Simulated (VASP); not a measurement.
The input files of a VASP run:

### INCAR
```
LWAVE = F
NELM = 100
ALGO = Normal   # blocked Davidson
LORBIT = 11
NEDOS = 601   # DOS grid
PREC = Accurate
ENCUT = 400   # plane-wave cut-off (eV)
LCHARG = T
GGA = PE   # PBE
SYSTEM = RbBr
LASPH = T   # aspherical one-centre terms
LREAL = F
LMAXMIX = 4   # l cut-off of mixed one-centre charges
IVDW = 12
EDIFF = 1E-7   # SCF stop (eV)
ISMEAR = -5   # tetrahedra, Bloechl
ISIF = 2
```

### POSCAR
```
RbBr
4.8657770
  0.0000000000   0.7071068006   0.7071068006
  0.7071068006   0.0000000000   0.7071068006
  0.7071068006   0.7071068006   0.0000000000
Rb Br
1 1
Cart
  0.7071068006   1.4142136012   0.7071068006
  0.7071068006   0.7071068006   0.7071068006
```

KPOINTS:
```
Automatic mesh
0
Gamma
8 8 8
0 0 0
```

POTCAR, in this order: Rb_sv Br (PBE.64 set). Program: vasp_std.

**Question.** Translate this PBE-D3(BJ) calculation to Quantum ESPRESSO's pw.x.

**Answer.** One equivalent input (not run):
```
&CONTROL
  calculation = 'scf'
  pseudo_dir = './pseudo'
  outdir = './out'
  tprnfor = .true.
  tstress = .true.
/
&SYSTEM
  ibrav = 0
  nat = 2
  ntyp = 2
  ecutwfc = 46.3
  occupations = 'tetrahedra'
  input_dft = 'pbe'
  vdw_corr = 'grimme-d3'
  dftd3_version = 4
  dftd3_threebody = .false.
/
&ELECTRONS
  conv_thr = 7.3e-09
  electron_maxstep = 100
/
ATOMIC_SPECIES
  Rb 85.468 Rb.upf
  Br 79.904 Br.upf
CELL_PARAMETERS angstrom
     0.0000000    3.4406240    3.4406240
     3.4406240    0.0000000    3.4406240
     3.4406240    3.4406240   -0.0000000
ATOMIC_POSITIONS crystal
  Rb   1.0000000  0.0000000  1.0000000
  Br   0.5000000  0.5000000  0.5000000
K_POINTS automatic
  8 8 8 0 0 0
```
Limits of the translation: the potentials are each code's own (VASP's PAW set, PseudoDojo norm-conserving files in pw.x), so ENCUT and ecutwfc are chosen apart and not converted; conv_thr bounds pw.x's estimated SCF error, while EDIFF bounds the energy change between steps.

The structure comes from a measured RbBr entry (Fm-3m) of the Crystallography Open Database, whose conditions weren't checked. It was relaxed first.
